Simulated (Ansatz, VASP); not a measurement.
# KRu2: VASP beside Ansatz

```
K Ru
1.0
     3.70080    0.00000    0.00000
    -1.85040    3.20499    0.00000
     0.00000    0.00000    8.05768
K Ru
1 2
Cartesian
  0.0000 0.0000 0.0000
  1.8504 1.0683 5.0466
  0.0000 2.1367 3.0111
```

Alike in both runs: task relaxation of cell and atoms; functional PBE; k mesh 6 × 6 × 2; occupations gaussian, width 0.1 eV; no spin polarisation.

|  | VASP | Ansatz |
| --- | --- | --- |
| version | VASP 6.6.1 | Ansatz 0.2.0 |
| potentials or method | VASP PAW PBE potentials, release 64 (K_sv, Ru_pv) | scalar-relativistic, plane waves, PAW |
| plane-wave cutoff (eV) | 600 | 420 |
| valence electrons in the cell | 37 | 41 |

```csv
,VASP,Ansatz,Ansatz less VASP
"gap on the k mesh at the Fermi level, each at its own relaxed structure (eV)",none,none,-
relaxed volume (Å³/atom),18.41,26.05,+7.646
relaxed cell length with the largest relative difference (Å),2.846,3.766,+0.9194
energy change over the relaxation (meV/atom),-1316,-1230,+86.9
```

A gap of «none» marks a metal or a gap that the smearing closes. One of these differences is far larger than is usual between the two programs; its cause wasn't traced. The two sets of potentials don't hold the same shells in valence.

Caveats: the k mesh is coarse (spacing up to 0.39 Å⁻¹), so the values aren't converged; the volume moved by over 15 % at a fixed basis, so the end points are rough (VASP).
